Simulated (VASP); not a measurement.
Here is the system:

```yaml
crystal:
  lattice:
    - [0.00000, 3.31301, 3.31301]
    - [3.31301, 0.00000, 3.31301]
    - [3.31301, 3.31301, 0.00000]
  atoms:
    - { symbol: K, position: [0.00000, 0.00000, 0.00000] }
    - { symbol: Br, position: [0.50000, 0.50000, 0.50000] }
```

Level of theory: MS2 meta-GGA, VASP's PBE PAW potentials (set 64) (plane waves; VASP). Settings: 520 eV cut-off, 8×8×8 Γ-centred mesh, tetrahedra with Blöchl corrections, potentials K_sv Br.

Q: Give the energies of bands 6 to 11 at the high-symmetry points, in eV from the valence-band maximum.

A: 
```tsv
band	Γ	X	U	L	W
6	0.00	-0.78	-0.67	-1.11	-0.56
7	0.00	-0.28	-0.60	-0.31	-0.56
8	0.00	-0.28	-0.31	-0.31	-0.50
9	5.09	6.39	7.12	7.11	7.90
10	8.29	7.99	8.91	8.75	7.90
11	8.29	9.88	8.94	10.61	9.04
```

The gap is direct, 5.10 eV, from the valence maximum at Γ to the conduction minimum at Γ.

Measured: gap 7.40 eV (computed value off by -2.30 eV), as given by Aguado et al., (1998), arXiv:cond-mat/9809176.

The compound is KBr in the rock salt structure. It was relaxed first.
